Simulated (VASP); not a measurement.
```xyz
4
Lattice="1.8850 -3.2649 0.0000 1.8850 3.2649 0.0000 0.0000 0.0000 12.1600" Properties=species:S:1:pos:R:3 pbc="T T T"
La     0.0000     0.0000     6.0800
La     0.0000     0.0000     0.0000
La     1.8850     1.0883     3.0400
La     1.8850    -1.0883     9.1200
```

Level of theory: PBE GGA with D3 dispersion (Becke-Johnson damping), VASP's PBE PAW potentials (set 64) (plane waves; VASP). Run with 400 eV cut-off, 9×9×3 Γ-centred mesh, first-order Methfessel-Paxton smearing of 0.10 eV, potentials La.

Task: Predict the energy per atom (σ→0), pressure, band gap (on the k-mesh) with the smallest direct gap where there is one.

Result: 
```
Property                                                     Value
------------------------  ----------------------------------------
band gap (on the k-mesh)  none (metal, semimetal or under 0.01 eV)
energy per atom (σ→0)                               -5.289 eV/atom
pressure                                                 -1.94 GPa
```

The absolute energy has meaning only against runs of the same code, potentials and settings.

The compound is La in the dhcp structure. The cell was not relaxed at this level. The run is one of a series of settings (IVDW = 12 against the base run), some of them coarse on purpose.
